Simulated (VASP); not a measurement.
# A VASP study of BN (LDA): structure first, properties next, part 6 of 7

What structure and properties does LDA give BN, and how near are they to the measured ones? The start is a cell from a database of measured crystal structures.

VASP 6.6.1; LDA; plane waves and PAW (B, N).

So far, gap on the k-mesh (eV): step 2 (relaxing cell and atoms (LDA)) 4.23; step 3 (second relaxation) 4.23; step 6 (total and projected DOS (LDA)) 4.08; step 7 (zone-centre phonons (LDA)) 4.23. The relaxed cell has a = 2.491, c = 6.466 Å (conventional setting).

The database entry behind the starting cell differs from later determinations by our own check (about 0.3 % short, minor phase), so it need not match the best structure at ambient conditions.

### 8. Dielectric tensor and Born charges (LDA)

The response to a static field gives the electronic dielectric tensor and the Born charges. It needs tightly converged orbitals, hence the small EDIFF.

The input, INCAR:

```
SYSTEM = BN
PREC = Accurate
ENCUT = 520
EDIFF = 1E-08
NELM = 100
ISMEAR = 0
SIGMA = 0.01
LREAL = .FALSE.
ALGO = Normal
GGA = CA
NBANDS = 14
LORBIT = 11
LWAVE = .FALSE.
LCHARG = .FALSE.
KPAR = 4
LEPSILON = .TRUE.
```

The input, POSCAR:

```
BN
1.0
    2.4905852083      0.0000000000      0.0000000000
   -1.2452926041      2.1569100607      0.0000000000
    0.0000000000      0.0000000000      6.4663671138
B N
2 2
Direct
    0.3333333333      0.6666666667      0.2500000000
    0.6666666667      0.3333333333      0.7500000000
    0.3333333333      0.6666666667      0.7500000000
    0.6666666667      0.3333333333      0.2500000000
```

The input, KPOINTS:

```
Automatic mesh
0
Gamma
10 10 4
0 0 0
```

The projector-augmented-wave data sets are B and N (LDA family, release 64).

Launch:

```sh
$ mpirun -np 4 vasp_std
```

Output:

```text
[... set-up lines as in an earlier step ...]
 entering main loop
       N       E                     dE             d eps       ncg     rms          rms(c)
DAV:   1     0.490655508541E+02    0.49066E+02   -0.81792E+03  1176   0.106E+03
DAV:   2    -0.393665738834E+02   -0.88432E+02   -0.81129E+02  1614   0.230E+02
DAV:   3    -0.426041750454E+02   -0.32376E+01   -0.32201E+01  1560   0.448E+01
DAV:   4    -0.426251195266E+02   -0.20944E-01   -0.20935E-01  1350   0.407E+00
DAV:   5    -0.426253478266E+02   -0.22830E-03   -0.22828E-03  1554   0.403E-01    0.111E+01
DAV:   6    -0.390686711381E+02    0.35567E+01   -0.70560E+00  1344   0.207E+01    0.488E+00
DAV:   7    -0.387013344801E+02    0.36734E+00   -0.46263E-01  1482   0.523E+00    0.298E+00
DAV:   8    -0.385852149526E+02    0.11612E+00   -0.30901E-01  1362   0.391E+00    0.429E-01
DAV:   9    -0.385806990452E+02    0.45159E-02   -0.15043E-02  1368   0.979E-01    0.182E-01
DAV:  10    -0.385806670075E+02    0.32038E-04   -0.61606E-04  1458   0.207E-01    0.245E-02
DAV:  11    -0.385806804164E+02   -0.13409E-04   -0.25269E-05  1404   0.444E-02    0.175E-02
DAV:  12    -0.385806799132E+02    0.50326E-06   -0.62755E-06  1326   0.192E-02    0.123E-03
DAV:  13    -0.385806798904E+02    0.22789E-07   -0.33542E-07  1470   0.415E-03    0.338E-04
DAV:  14    -0.385806798950E+02   -0.46377E-08   -0.33825E-09  1044   0.500E-04
   1 F= -.38580680E+02 E0= -.38580680E+02  d E =-.279773E-48
 Linear response reoptimize wavefunctions to high precision
DAV:   1    -0.385806798950E+02   -0.21828E-10   -0.19440E-10   978   0.125E-04
 Linear response G [H, r] |phi>, progress :
  Direction:   1
       N       E                     dE             d eps       ncg     rms
RMM:   1    -0.573098154623E+02   -0.57310E+02    0.49063E+01  2493   0.672E+01
RMM:   2    -0.572516175986E+02    0.58198E-01   -0.25200E+00  1940   0.130E+01
RMM:   3    -0.572751293936E+02   -0.23512E-01   -0.21449E-02  2139   0.105E+00
RMM:   4    -0.572757868298E+02   -0.65744E-03   -0.43519E-04  2213   0.131E-01
RMM:   5    -0.572758014543E+02   -0.14625E-04   -0.21401E-04  2195   0.241E-02
RMM:   6    -0.572758021374E+02   -0.68308E-06   -0.20733E-04  2178   0.916E-03
RMM:   7    -0.572758021385E+02   -0.11095E-08   -0.20701E-04  1998   0.706E-03
RMM:   8    -0.572758037368E+02   -0.15983E-05   -0.22307E-04  1581   0.673E-03
RMM:   9    -0.572758037332E+02    0.36007E-08   -0.22152E-04  1454   0.662E-03
RMM:  10    -0.572758036672E+02    0.66041E-07   -0.24400E-04  1353   0.661E-03
 Linear response G [H, r] |phi>, progress :
  Direction:   2
       N       E                     dE             d eps       ncg     rms
RMM:   1    -0.608106418551E+02   -0.60811E+02   -0.15273E+01  2364   0.637E+01
RMM:   2    -0.609966532783E+02   -0.18601E+00   -0.17279E+00  1953   0.109E+01
RMM:   3    -0.610101624742E+02   -0.13509E-01   -0.16184E-02  2097   0.865E-01
RMM:   4    -0.610104780067E+02   -0.31553E-03   -0.18744E-04  2150   0.104E-01
RMM:   5    -0.610104833819E+02   -0.53752E-05   -0.80220E-06  2170   0.177E-02
RMM:   6    -0.610104834514E+02   -0.69462E-07   -0.14981E-06  2148   0.628E-03
RMM:   7    -0.610104834399E+02    0.11505E-07   -0.12304E-06  1913   0.478E-03
RMM:   8    -0.610104840261E+02   -0.58621E-06   -0.72485E-06  1526   0.457E-03
RMM:   9    -0.610104841212E+02   -0.95134E-07   -0.85285E-06  1374   0.452E-03
RMM:  10    -0.610104841587E+02   -0.37520E-07    0.23574E-06  1287   0.451E-03
 Linear response G [H, r] |phi>, progress :
  Direction:   3
       N       E                     dE             d eps       ncg     rms
RMM:   1    -0.561996233440E+02   -0.56200E+02    0.10612E+02  2175   0.774E+01
RMM:   2    -0.586607987389E+02   -0.24612E+01   -0.18898E+00  1854   0.949E+00
RMM:   3    -0.586886382788E+02   -0.27840E-01   -0.40940E-02  1991   0.119E+00
RMM:   4    -0.586890673887E+02   -0.42911E-03   -0.65776E-04  2075   0.142E-01
RMM:   5    -0.586890775926E+02   -0.10204E-04   -0.39155E-05  2023   0.238E-02
RMM:   6    -0.586890778393E+02   -0.24662E-06   -0.24639E-05  1918   0.652E-03
RMM:   7    -0.586890778378E+02    0.14326E-08   -0.24084E-05  1681   0.386E-03
RMM:   8    -0.586890780219E+02   -0.18402E-06   -0.25918E-05  1562   0.343E-03
RMM:   9    -0.586890780545E+02   -0.32615E-07   -0.26209E-05  1303   0.333E-03
RMM:  10    -0.586890780693E+02   -0.14845E-07   -0.26353E-05  1230   0.331E-03
RMM:  11    -0.586890780719E+02   -0.25651E-08   -0.26252E-05  1186   0.330E-03
 Linear response to external field (no local field effect), progress :
  Direction:   1
       N       E                     dE             d eps       ncg     rms          rms(c)
RMM:   1    -0.419611924353E+00   -0.41961E+00   -0.19093E+00  2343   0.298E+00
RMM:   2    -0.429497161044E+00   -0.98852E-02   -0.30166E-03  1969   0.273E-01
RMM:   3    -0.429522710170E+00   -0.25549E-04   -0.34127E-05  2074   0.238E-02
RMM:   4    -0.429523082338E+00   -0.37217E-06   -0.91891E-07  2105   0.288E-03
RMM:   5    -0.429523086323E+00   -0.39851E-08   -0.54663E-07  1795   0.624E-04
RMM:   6    -0.429523086354E+00   -0.31413E-10   -0.53853E-07  1342   0.369E-04
RMM:   7    -0.429523086434E+00   -0.80141E-10   -0.53924E-07  1191   0.349E-04
RMM:   8    -0.429523086425E+00    0.91191E-11   -0.53910E-07  1165   0.348E-04
RMM:   9    -0.429523086428E+00   -0.27147E-11   -0.53912E-07  1117   0.348E-04
 change of polarisation eV/A/(eV/A) component  1 :     0.859     0.230    -0.028
 dielectric tensor                  component  1 :     5.475     1.197    -0.144
 Linear response to external field (no local field effect), progress :
  Direction:   2
       N       E                     dE             d eps       ncg     rms          rms(c)
RMM:   1    -0.343965657015E+00   -0.34397E+00   -0.13984E+00  2276   0.286E+00
RMM:   2    -0.352132596689E+00   -0.81669E-02   -0.23008E-03  1969   0.250E-01
RMM:   3    -0.352156443302E+00   -0.23847E-04   -0.29790E-05  2082   0.226E-02
RMM:   4    -0.352156803121E+00   -0.35982E-06   -0.42144E-07  2104   0.268E-03
RMM:   5    -0.352156807587E+00   -0.44659E-08   -0.75839E-08  1774   0.508E-04
 change of polarisation eV/A/(eV/A) component  2 :     0.230     0.704    -0.037
 dielectric tensor                  component  2 :     1.197     4.669    -0.190
 Linear response to external field (no local field effect), progress :
  Direction:   3
       N       E                     dE             d eps       ncg     rms          rms(c)
RMM:   1    -0.211623865191E+00   -0.21162E+00   -0.55507E-01  2278   0.237E+00
RMM:   2    -0.215243346600E+00   -0.36195E-02   -0.28769E-03  1923   0.333E-01
RMM:   3    -0.215267932484E+00   -0.24586E-04   -0.25779E-05  1981   0.228E-02
RMM:   4    -0.215268239668E+00   -0.30718E-06   -0.31120E-07  1939   0.251E-03
RMM:   5    -0.215268243085E+00   -0.34165E-08   -0.37137E-08  1666   0.364E-04
 change of polarisation eV/A/(eV/A) component  3 :    -0.028    -0.037     0.431
 dielectric tensor                  component  3 :    -0.144    -0.190     3.243
 Linear response to external field, progress :
  Direction:   1
       N       E                     dE             d eps       ncg     rms          rms(c)
RMM:   1    -0.382263196878E+00   -0.38226E+00   -0.16586E+00  5026   0.284E+00
RMM:   2    -0.390815512525E+00   -0.85523E-02   -0.26207E-03  4288   0.252E-01    0.836E-01
RMM:   3    -0.383214429756E+00    0.76011E-02   -0.57815E-03  4407   0.512E-01    0.484E-01
RMM:   4    -0.392054545333E+00   -0.88401E-02   -0.75975E-03  4442   0.584E-01    0.726E-02
RMM:   5    -0.393803358577E+00   -0.17488E-02   -0.11279E-04  4456   0.826E-02    0.660E-03
RMM:   6    -0.393863527425E+00   -0.60169E-04   -0.65591E-06  4763   0.970E-03    0.322E-03
RMM:   7    -0.393939374012E+00   -0.75847E-04   -0.57569E-06  4721   0.284E-03    0.346E-04
RMM:   8    -0.393942332370E+00   -0.29584E-05   -0.57152E-06  4464   0.491E-04    0.125E-04
RMM:   9    -0.393946060572E+00   -0.37282E-05   -0.55591E-06  3841   0.376E-04    0.709E-06
 change of polarisation eV/A/(eV/A) component  1 :     0.753     0.071     0.005
 dielectric tensor                  component  1 :     4.921     0.370     0.025
 Linear response to external field, progress :
  Direction:   2
       N       E                     dE             d eps       ncg     rms          rms(c)
RMM:   1    -0.382025752232E+00   -0.38203E+00   -0.16562E+00  5159   0.286E+00
RMM:   2    -0.390815316198E+00   -0.87896E-02   -0.26662E-03  4318   0.256E-01    0.836E-01
RMM:   3    -0.383210821744E+00    0.76045E-02   -0.57463E-03  4436   0.512E-01    0.484E-01
RMM:   4    -0.392055523567E+00   -0.88447E-02   -0.76782E-03  4502   0.585E-01    0.726E-02
RMM:   5    -0.393810107917E+00   -0.17546E-02   -0.10607E-04  4484   0.811E-02    0.662E-03
RMM:   6    -0.393862993740E+00   -0.52886E-04    0.11290E-06  4782   0.945E-03    0.331E-03
RMM:   7    -0.393937456916E+00   -0.74463E-04    0.22921E-06  4757   0.285E-03    0.337E-04
RMM:   8    -0.393943944553E+00   -0.64876E-05    0.22455E-06  4488   0.447E-04    0.124E-04
RMM:   9    -0.393946119231E+00   -0.21747E-05    0.23250E-06  3963   0.325E-04    0.942E-06
 change of polarisation eV/A/(eV/A) component  2 :     0.071     0.753    -0.030
 dielectric tensor                  component  2 :     0.371     4.921    -0.156
 Linear response to external field, progress :
  Direction:   3
       N       E                     dE             d eps       ncg     rms          rms(c)
RMM:   1    -0.211623865191E+00   -0.21162E+00   -0.55507E-01  2278   0.237E+00
RMM:   2    -0.215243316286E+00   -0.36195E-02   -0.28766E-03  1923   0.333E-01    0.665E-01
RMM:   3    -0.190422496858E+00    0.24821E-01   -0.19290E-02  1771   0.832E-01    0.339E-01
RMM:   4    -0.191126919879E+00   -0.70442E-03   -0.17797E-02  1903   0.775E-01    0.957E-02
RMM:   5    -0.193922026517E+00   -0.27951E-02   -0.38940E-04  1932   0.121E-01    0.878E-03
RMM:   6    -0.194055913107E+00   -0.13389E-03   -0.16555E-05  2032   0.182E-02    0.416E-03
RMM:   7    -0.194141759811E+00   -0.85847E-04   -0.69194E-07  1985   0.432E-03    0.100E-03
RMM:   8    -0.194148917311E+00   -0.71575E-05   -0.10287E-07  2003   0.154E-03    0.298E-04
RMM:   9    -0.194148182157E+00    0.73515E-06   -0.23609E-08  1957   0.516E-04    0.193E-05
RMM:  10    -0.194149132527E+00   -0.95037E-06   -0.19294E-08  1365   0.133E-04    0.869E-06
 change of polarisation eV/A/(eV/A) component  3 :    -0.027    -0.036     0.361
 dielectric tensor                  component  3 :    -0.143    -0.189     2.882
 Born effective charges drift removed
```

Run time: 21 s. Hardware: 4 MPI ranks of Intel Xeon 6975P-C (Granite Rapids), shared host; peak memory 0.88 GiB.

Parts of OUTCAR (step 8):

```text
   k-points           NKPTS =     42   k-points in BZ     NKDIM =     42   number of bands    NBANDS=     14

   NELECT =      16.0000    total number of electrons

  Total        0.0077557      0.0077557     -0.0121598      0.0000000      0.0000000      0.0000000
  in kB        0.3577140      0.3577140     -0.5608454      0.0000000      0.0000000      0.0000000
  external PRESSURE =       0.0515275 kB  Pullay stress =       0.0000000 kB

 POSITION                                       TOTAL-FORCE (eV/Angst)
 -----------------------------------------------------------------------------------
     -0.00000      1.43794      1.61659        -0.000000      0.000000     -0.000000
      1.24529      0.71897      4.84978         0.000000     -0.000000      0.000000
     -0.00000      1.43794      4.84978         0.000000      0.000000      0.000000
      1.24529      0.71897      1.61659        -0.000000     -0.000000      0.000000
 -----------------------------------------------------------------------------------
    total drift:                               -0.000000      0.000000      0.000000

 MACROSCOPIC STATIC DIELECTRIC TENSOR (including local field effects in DFT)
 ------------------------------------------------------
           4.921300     0.000000     0.000000
           0.000000     4.921300    -0.000000
          -0.000000    -0.000000     2.881900
 ------------------------------------------------------

 BORN EFFECTIVE CHARGES (including local field effects) (in |e|, cummulative output)
 ---------------------------------------------------------------------------------
 ion    1
    1     2.70528     0.00000     0.00000
    2     0.00000     2.70528     0.00000
    3     0.00000    -0.00000     0.81871
 ion    2
    1     2.70528     0.00000     0.00000
    2     0.00000     2.70528     0.00000
    3     0.00000    -0.00000     0.81871
 ion    3
    1    -2.70528    -0.00000     0.00000
    2    -0.00000    -2.70528     0.00000
    3     0.00000     0.00000    -0.81871
 ion    4
    1    -2.70528    -0.00000     0.00000
    2    -0.00000    -2.70528     0.00000
    3    -0.00000     0.00000    -0.81871

[... 8 parts as in an earlier step ...]

[... 3 further parts left out ...]
```

This step gave:

```
irreducible k-points           : 42
Fermi energy                   : 2.603 eV
pressure                       : 0.005153 GPa
valence top at k               : 0.3, 0.3, 0
conduction bottom at k         : 0.5, 0, 0
least direct gap at k          : 0.5, 0, 0
gap on the k-mesh              : 4.001 eV
least direct gap on the k-mesh : 4.447 eV
```

Electronic dielectric tensor with local fields:

```
4.92 0.00 0.00
0.00 4.92 0.00
0.00 0.00 2.88
```

Born effective charge (e), principal values of the symmetric part by kind of site:

```
atom  atoms with these values    low  middle   high   mean
  B1                        2   0.82    2.71   2.71   2.08
  N3                        2  -2.71   -2.71  -0.82  -2.08
```

In full for N3:

```
-2.71  0.00  0.00
 0.00 -2.71  0.00
 0.00  0.00 -0.82
```

The Born charges sum to zero; the printed set may have that rule imposed, so this is no test. The mean dielectric constant is 4.241 here and 4.240 on the 9×9×3 mesh of an earlier step, a measure of its convergence. Born charges and mode vectors give each infrared mode its dipole; summed over the modes, dipole squared over frequency squared adds 1.38 to the electronic 4.24, for a mean static constant of 5.62. The Born charge of N depends strongly on direction, from -2.71 to -0.82 e, beside a nominal -3.

[end of part 6 of 7]

[Lines on the potential files, build, host, timing and source positions are cut from VASP's logs without a mark.]

[Logs are printed without paths, hosts, clocks, repeated set-up lines and the standing remarks that a program may print on its own settings, such as how far it seeks lower states.]

[Hosts, paths, dates, database ids (printed as entryN), source tags and the programs' standing remarks are cut or masked in the printed files.]

[A measured line is paired with the nearest computed mode of its activity, which favours agreement.]

[In band tables of VASP the shares of atoms and orbitals are scaled to a sum of 1 inside the atoms' spheres.]
